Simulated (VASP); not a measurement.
Here is the system:

```
Rb
1.0
   -2.78744     2.78744     2.78744
    2.78744    -2.78744     2.78744
    2.78744     2.78744    -2.78744
Rb
1
Cartesian
  0.00000   0.00000   0.00000
```

Level of theory: PBEsol GGA, VASP's PBE PAW potentials (set 64) (plane waves; VASP). Settings: 480 eV cut-off, 8×8×8 Γ-centred mesh, first-order Methfessel-Paxton smearing of 0.10 eV, potentials Rb_sv.

Energy and stress use the plane-wave basis of the starting cell.

Q: The ions, cell shape and volume at an external pressure of 1.0 GPa are relaxed. Give the cell that the relaxation ends in.

A: 
```
Rb
1.0
   -2.58486     2.58486     2.58486
    2.58486    -2.58486     2.58486
    2.58486     2.58486    -2.58486
Rb
1
Cartesian
  0.00000   0.00000   0.00000
```
Space group Im-3m (229), at a tolerance of 0.03 Å.

Q: How do energy and volume change from the first to the last step?

A: The energy (σ→0) changes by +47.1 meV/atom and the volume by -20.3 %, in 4 ionic steps.

The compound is Rb in the bcc structure. This run relaxes it under an external pressure of 1 GPa. Symmetry was kept, so distortions that lower it aren't found.
